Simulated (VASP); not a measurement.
```yaml
crystal:
  lattice:
    - [5.86522, 0.00000, 0.00000]
    - [0.00000, 5.86522, 0.00000]
    - [0.00000, 0.00000, 5.86522]
  atoms:
    - { symbol: Zn, position: [0.00000, 0.00000, 0.00000] }
    - { symbol: Zn, position: [0.50000, 0.50000, 0.00000] }
    - { symbol: Zn, position: [0.50000, 0.00000, 0.50000] }
    - { symbol: Se, position: [0.26287, 0.23713, 0.23713] }
    - { symbol: Se, position: [0.73713, 0.76287, 0.23713] }
    - { symbol: Se, position: [0.73713, 0.23713, 0.76287] }
    - { symbol: Se, position: [0.26287, 0.76287, 0.76287] }
    - { symbol: Hg, position: [0.00000, 0.50000, 0.50000] }
```

Method: PBE GGA, VASP's PBE PAW potentials (set 64) (plane waves; VASP 6.6.1). Run with 400 eV cut-off, Gaussian smearing of 0.050 eV, potentials Zn Se Hg.

Unless said otherwise, spin-orbit coupling is left out, though it shifts the bands of the heavy elements here.

Q: Give the energies of bands 28 to 41 at the high-symmetry points, in eV from the valence-band maximum.

A: 
| band | Γ | X | M | R |
|---|---|---|---|---|
| 28 | -2.10 | -2.91 | -3.95 | -4.91 |
| 29 | -2.10 | -2.49 | -2.35 | -1.11 |
| 30 | -2.10 | -2.49 | -2.35 | -1.11 |
| 31 | -1.98 | -2.36 | -2.25 | -0.94 |
| 32 | -1.98 | -2.31 | -2.25 | -0.94 |
| 33 | -1.98 | -1.30 | -1.26 | -0.94 |
| 34 | 0.00 | -1.30 | -0.80 | -0.51 |
| 35 | 0.00 | -0.91 | -0.64 | -0.51 |
| 36 | 0.00 | -0.91 | -0.64 | -0.51 |
| 37 | 0.49 | 3.06 | 2.96 | 1.46 |
| 38 | 2.46 | 3.31 | 3.61 | 2.28 |
| 39 | 3.16 | 3.86 | 3.61 | 2.28 |
| 40 | 3.16 | 4.07 | 4.19 | 2.28 |
| 41 | 3.16 | 4.84 | 5.65 | 6.05 |

The gap is direct, 0.49 eV, from the valence maximum at Γ to the conduction minimum at Γ.

The structure was generated: HgZn3Se4 was put into an ordered model structure (P-43m), which need not be its known phase. It was relaxed first.
